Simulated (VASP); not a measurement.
Output of a VASP run:

### OSZICAR
```
       N       E                     dE             d eps       ncg     rms          rms(c)
DAV:   1     0.112487323717E+03    0.11249E+03   -0.89157E+03  1920   0.130E+03
DAV:   2    -0.803786591566E+01   -0.12053E+03   -0.11907E+03  2292   0.256E+02
DAV:   3    -0.146156569767E+02   -0.65778E+01   -0.64030E+01  2224   0.590E+01
DAV:   4    -0.147983461959E+02   -0.18269E+00   -0.18113E+00  2276   0.960E+00
DAV:   5    -0.148073193014E+02   -0.89731E-02   -0.89021E-02  2468   0.136E+00    0.143E+01
DAV:   6    -0.142202711870E+02    0.58705E+00   -0.81818E+00  1868   0.271E+01    0.841E+00
DAV:   7    -0.140555615153E+02    0.16471E+00   -0.14004E+00  1976   0.125E+01    0.434E+00
DAV:   8    -0.140412276151E+02    0.14334E-01   -0.84328E-02  2164   0.257E+00    0.826E-01
DAV:   9    -0.140363170407E+02    0.49106E-02   -0.24535E-02  2264   0.163E+00    0.182E-01
DAV:  10    -0.140365293677E+02   -0.21233E-03   -0.18138E-03  2148   0.356E-01    0.541E-02
DAV:  11    -0.140365688850E+02   -0.39517E-04   -0.16745E-04  2584   0.904E-02    0.256E-02
DAV:  12    -0.140365648023E+02    0.40828E-05   -0.55832E-05  2284   0.645E-02    0.734E-03
DAV:  13    -0.140365664724E+02   -0.16701E-05   -0.11454E-05  1840   0.160E-02    0.331E-03
DAV:  14    -0.140365668706E+02   -0.39816E-06   -0.29118E-06  1180   0.383E-03
   1 F= -.14036567E+02 E0= -.14036142E+02  d E =-.850653E-03
```

File OUTCAR:
```
------------------------ aborting loop because EDIFF is reached ----------------------------------------
  FORCE on cell =-STRESS in cart. coord.  units (eV):
  Direction    XX          YY          ZZ          XY          YZ          ZX
  --------------------------------------------------------------------------------------
  Total        5.6296228      4.3147513      3.4632765      0.5134773      0.6189350      0.8619751
  in kB      154.7687046    118.6204635     95.2118519     14.1164365     17.0156649     23.6972852
  external PRESSURE =     122.8670067 kB  Pullay stress =       0.0000000 kB
  volume of cell :       58.28
      direct lattice vectors                 reciprocal lattice vectors
     1.816902000 -3.225126000  0.000000000     0.275193709 -0.155032703  0.000000000
     1.816902000  3.225126000  0.000000000     0.275193709  0.155032703  0.000000000
     0.000000000  0.000000000  4.972772000     0.000000000  0.000000000  0.201095083
 POSITION                                       TOTAL-FORCE (eV/Angst)
 -----------------------------------------------------------------------------------
      0.00000      0.00000      0.00000         0.728016      0.050185      0.064114
      1.81690      1.07504      1.26806         0.032178      0.154364      0.851779
      1.89332     -1.07504      3.70472        -0.760194     -0.204548     -0.915892
 -----------------------------------------------------------------------------------
    total drift:                                0.000017      0.000015      0.000036
  FREE ENERGIE OF THE ION-ELECTRON SYSTEM (eV)
  ---------------------------------------------------
  free  energy   TOTEN  =       -14.0365668706 eV

  energy  without entropy=      -14.0357162179  energy(sigma->0) =      -14.03614154
```
(Selected blocks of OUTCAR.)

File POSCAR:
```
PtSe2
1
    1.8169020000    -3.2251260000     0.0000000000
    1.8169020000     3.2251260000     0.0000000000
    0.0000000000     0.0000000000     4.9727720000
Pt Se
1 2
Direct
  0.0000000000   0.0000000000   0.0000000000
  0.3333330000   0.6666670000   0.2550000000
  0.6876960000   0.3543620000   0.7450000000
```

**Question.** Write an INCAR and KPOINTS that could have produced this output.

**Answer.** Several could match; the one computed here: the input of the run itself, PBE GGA, plane waves, VASP's PBE PAW potentials (set 64).

KPOINTS:
```
Automatic mesh
0
Gamma
6 6 4
0 0 0
```

### INCAR
```
! general
SYSTEM  = PtSe2
PREC    = Accurate
ENCUT   = 400
LREAL   = .False.
LASPH   = .True.
NBANDS  = 12

! electronic loop
EDIFF   = 1E-6
NELM    = 100
ALGO    = Normal
LMAXMIX = 6

! smearing
ISMEAR  = 0
SIGMA   = 0.05

! functional
GGA     = PE

! ions
ISIF    = 2

! output
LWAVE   = .False.
LCHARG  = .False.
```

POTCAR, in this order: Pt Se (PBE.64 set). Program: vasp_std.

The compound is PtSe2 in the 1T layered structure. The cell was not relaxed at this level, atoms are displaced from their ideal sites. The k-mesh is coarse (spacing up to 0.33 per Å, 2π included), so the numbers may not be converged in it. The run is one of a series of settings (NBANDS = 12 against the base run), some of them coarse on purpose. VASP warned that the highest band is occupied, so more bands are needed.
